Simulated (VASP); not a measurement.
Input:

```
CELL_PARAMETERS angstrom
      0.00000     1.80500     1.80500
      1.80500     0.00000     1.80500
      1.80500     1.80500     0.00000
ATOMIC_POSITIONS crystal
  Cu 0.00000 0.00000 0.00000
```

Calculation: PBE GGA, VASP's PBE PAW potentials (set 64) (plane waves; VASP). Numerical set-up: 400 eV cut-off, 13×13×13 Γ-centred mesh, first-order Methfessel-Paxton smearing of 0.10 eV, potentials Cu.

Task: The ions, cell shape and volume are relaxed. Which structure does the run end with?

Result: 
```
CELL_PARAMETERS angstrom
      0.00000     1.81350     1.81350
      1.81350     0.00000     1.81350
      1.81350     1.81350     0.00000
ATOMIC_POSITIONS crystal
  Cu 0.00000 0.00000 0.00000
```
Space group Fm-3m (225), at a tolerance of 0.03 Å.

Task: How do energy and volume change from the first to the last step?

Result: The energy (σ→0) changes by -1.1 meV/atom and the volume by +1.4 %, in 3 ionic steps.

The compound is Cu in the fcc structure. This run relaxes it. Symmetry was kept, so distortions that lower it aren't found.
